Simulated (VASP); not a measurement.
Output of a VASP run:

File OSZICAR:
```
...
DAV:   5    -0.125201101924E+02   -0.17943E-04   -0.32890E-05  3817   0.217E-02    0.994E-03
DAV:   6    -0.125201143804E+02   -0.41880E-05   -0.87663E-06  2922   0.135E-02    0.321E-03
DAV:   7    -0.125201146245E+02   -0.24413E-06   -0.50903E-07  1303   0.589E-03
   5 F= -.49153360E+01 E0= -.49155527E+01  d E =-.123086E+00
       N       E                     dE             d eps       ncg     rms          rms(c)
DAV:   1    -0.125218024203E+02   -0.16880E-02   -0.38546E-01  2548   0.514E+00    0.456E-01
DAV:   2    -0.125167693210E+02    0.50331E-02   -0.13399E-02  2975   0.840E-01    0.304E-01
DAV:   3    -0.125147743547E+02    0.19950E-02   -0.56647E-03  3143   0.580E-01    0.172E-01
DAV:   4    -0.125147883071E+02   -0.13952E-04   -0.17350E-04  3019   0.997E-02    0.672E-02
DAV:   5    -0.125147789727E+02    0.93344E-05   -0.34102E-05  3213   0.423E-02    0.813E-03
DAV:   6    -0.125147788882E+02    0.84491E-07   -0.11762E-06  1732   0.837E-03
   6 F= -.49172822E+01 E0= -.49175817E+01  d E =-.194619E-02
       N       E                     dE             d eps       ncg     rms          rms(c)
DAV:   1    -0.125147193759E+02    0.59597E-04   -0.37316E-01  2555   0.506E+00    0.455E-01
DAV:   2    -0.125097959610E+02    0.49234E-02   -0.12964E-02  2975   0.827E-01    0.305E-01
DAV:   3    -0.125078640782E+02    0.19319E-02   -0.54054E-03  3157   0.565E-01    0.180E-01
DAV:   4    -0.125078775478E+02   -0.13470E-04   -0.16865E-04  3053   0.978E-02    0.674E-02
DAV:   5    -0.125078668334E+02    0.10714E-04   -0.39188E-05  3206   0.452E-02    0.806E-03
DAV:   6    -0.125078667593E+02    0.74068E-07   -0.13607E-06  1823   0.903E-03
   7 F= -.49179390E+01 E0= -.49182913E+01  d E =-.260298E-02
       N       E                     dE             d eps       ncg     rms          rms(c)
DAV:   1    -0.125620016063E+02   -0.54135E-01   -0.14164E-01  3617   0.280E+00    0.831E-01
DAV:   2    -0.125561160603E+02    0.58855E-02   -0.17556E-02  3422   0.978E-01    0.321E-01
DAV:   3    -0.125546905297E+02    0.14255E-02   -0.79740E-03  4043   0.498E-01    0.154E-01
DAV:   4    -0.125549779592E+02   -0.28743E-03   -0.47679E-04  3143   0.111E-01    0.104E-01
DAV:   5    -0.125552102968E+02   -0.23234E-03   -0.50357E-04  3845   0.871E-02    0.254E-02
DAV:   6    -0.125552438379E+02   -0.33541E-04   -0.62459E-05  3926   0.399E-02    0.119E-02
DAV:   7    -0.125552467792E+02   -0.29413E-05   -0.32762E-06  1982   0.159E-02    0.346E-03
DAV:   8    -0.125552467974E+02   -0.18229E-07   -0.51159E-07  1288   0.381E-03
   8 F= -.49177984E+01 E0= -.49181838E+01  d E =0.140612E-03
       N       E                     dE             d eps       ncg     rms          rms(c)
DAV:   1    -0.125289212190E+02    0.26326E-01   -0.53619E-02  3662   0.172E+00    0.509E-01
DAV:   2    -0.125266765530E+02    0.22447E-02   -0.63871E-03  3419   0.594E-01    0.196E-01
DAV:   3    -0.125261509298E+02    0.52562E-03   -0.30171E-03  4024   0.302E-01    0.925E-02
DAV:   4    -0.125262592863E+02   -0.10836E-03   -0.18438E-04  3150   0.673E-02    0.624E-02
DAV:   5    -0.125263448771E+02   -0.85591E-04   -0.17105E-04  3845   0.508E-02    0.177E-02
DAV:   6    -0.125263596861E+02   -0.14809E-04   -0.27333E-05  3969   0.258E-02    0.716E-03
DAV:   7    -0.125263608189E+02   -0.11328E-05   -0.11586E-06  1720   0.921E-03    0.239E-03
DAV:   8    -0.125263608476E+02   -0.28725E-07   -0.23905E-07  1302   0.248E-03
   9 F= -.49180365E+01 E0= -.49184020E+01  d E =-.975698E-04
```

### OUTCAR
```
------------------------ aborting loop because EDIFF is reached ----------------------------------------
  FORCE on cell =-STRESS in cart. coord.  units (eV):
  Direction    XX          YY          ZZ          XY          YZ          ZX
  --------------------------------------------------------------------------------------
  Total        7.6066888      7.6066981      7.6075211      0.0000000      0.0000000      0.0000000
  in kB      299.9355127    299.9358767    299.9683286      0.0000000      0.0000000      0.0000000
  external PRESSURE =      -0.0534273 kB  Pullay stress =     300.0000000 kB
  volume of cell :       40.63
      direct lattice vectors                 reciprocal lattice vectors
     1.531373129 -2.652417674  0.000000000     0.326504358 -0.188507264 -0.000000000
     1.531373129  2.652417674 -0.000000000     0.326504358  0.188507264 -0.000000000
     0.000000000  0.000000000  5.001789532    -0.000000000  0.000000000  0.199928444
 POSITION                                       TOTAL-FORCE (eV/Angst)
 -----------------------------------------------------------------------------------
      1.53137      0.88414      1.25045         0.000000      0.000000      0.000000
      1.53137     -0.88414      3.75134        -0.000000     -0.000000      0.000000
 -----------------------------------------------------------------------------------
    total drift:                               -0.000000      0.000431     -0.000008
  FREE ENERGIE OF THE ION-ELECTRON SYSTEM (eV)
  ---------------------------------------------------
  free  energy   TOTEN  =       -12.5263608476 eV

  energy  without entropy=      -12.5274571659  energy(sigma->0) =      -12.52672629
  enthalpy is  TOTEN    =        -4.9180365334 eV   P V=        7.6083243143

 reached required accuracy - stopping structural energy minimisation
```
(Selected blocks of OUTCAR.)

File POSCAR:
```
Y
1
    1.5876827253    -2.7499479257     0.0000000000
    1.5876827253     2.7499479257    -0.0000000000
    0.0000000000     0.0000000000     5.0890247213
Y
2
Direct
  0.3333330000   0.6666670000   0.2500000000
  0.6666670000   0.3333330000   0.7500000000
```

Task: Reconstruct the remaining input files.

Result: One answer among several that fit: the input of the run itself, LDA (Ceperley-Alder, Perdew-Zunger), plane waves, VASP's LDA PAW potentials (set 64).

**KPOINTS**
```
Automatic mesh
0
gamma
 13 13 7
```

**INCAR**
```
ALGO = Normal
EDIFF = 1E-6
EDIFFG = -0.02
ENCUT = 500
IBRION = 2
ISIF = 3
ISMEAR = 1
LASPH = T
LCHARG = F
LMAXMIX = 4
LREAL = F
LWAVE = F
NELM = 100
NSW = 40
PREC = Accurate
PSTRESS = 300
SIGMA = 0.1
SYSTEM = Y
```

POTCAR, in this order: Y_sv (LDA.64 set). Program: vasp_std.

Energy and stress use the plane-wave basis of the starting cell.

The compound is Y in the hcp structure. This run relaxes it under an external pressure of 30 GPa. Symmetry was kept, so distortions that lower it aren't found.
